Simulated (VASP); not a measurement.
Here is the system:

```xyz
2
Lattice="0.0000 2.7528 2.7528 2.7528 0.0000 2.7528 2.7528 2.7528 0.0000" Properties=species:S:1:pos:R:3 pbc="T T T"
Al     0.0000     0.0000     0.0000
P      4.1292     4.1292     4.1292
```

The numbers are results of modified Becke-Johnson potential (mBJ), VASP's PBE PAW potentials (set 64) (plane waves; VASP), not measurements. Numerical set-up: 400 eV cut-off, 6×6×6 Γ-centred mesh, Gaussian smearing of 0.050 eV, potentials Al P.

mBJ is a potential without an energy functional, so only the levels count.

### Question
Give the energies of bands 2 to 7 at the high-symmetry points, in eV from the valence-band maximum.

### Answer

| band | Γ | X | U | L | W |
|---|---|---|---|---|---|
| 2 | 0.00 | -4.99 | -4.73 | -5.14 | -4.64 |
| 3 | 0.00 | -1.95 | -3.08 | -0.72 | -2.87 |
| 4 | 0.00 | -1.95 | -1.60 | -0.72 | -2.51 |
| 5 | 4.05 | 2.45 | 3.23 | 3.49 | 4.99 |
| 6 | 5.18 | 3.19 | 5.72 | 5.52 | 6.52 |
| 7 | 5.18 | 11.90 | 9.15 | 5.52 | 6.72 |

The gap is indirect, 2.45 eV, from the valence maximum at Γ to the conduction minimum at X.

The structure comes from a computed database's AlP entry (F-43m); how it stands against other phases isn't given here. It was relaxed first. The cell's shape comes from a PBE relaxation.
